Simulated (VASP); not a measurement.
```yaml
crystal:
  lattice:
    - [1.58977, -2.75356, 0.00000]
    - [1.58977, 2.75356, 0.00000]
    - [0.00000, 0.00000, 5.12533]
  atoms:
    - { symbol: Zr, position: [0.33333, 0.66667, 0.25000] }
    - { symbol: Zr, position: [0.66667, 0.33333, 0.73049] }
```

Calculation: PBEsol GGA, VASP's PBE PAW potentials (set 64) (plane waves; VASP). Numerical set-up: 480 eV cut-off, 12×12×8 Γ-centred mesh, first-order Methfessel-Paxton smearing of 0.10 eV, potentials Zr_sv.

Q: What does the run give for the energy per atom (σ→0), largest force, band gap (on the k-mesh) with the smallest direct gap where there is one?

A: 
* **band gap (on the k-mesh)**: none (metal, semimetal or under 0.01 eV)
* **energy per atom (σ→0)**: -9069 meV/atom
* **largest force**: 0.454 eV/Å

The compound is Zr in the hcp structure. This cell was strained or had an atom moved on purpose.
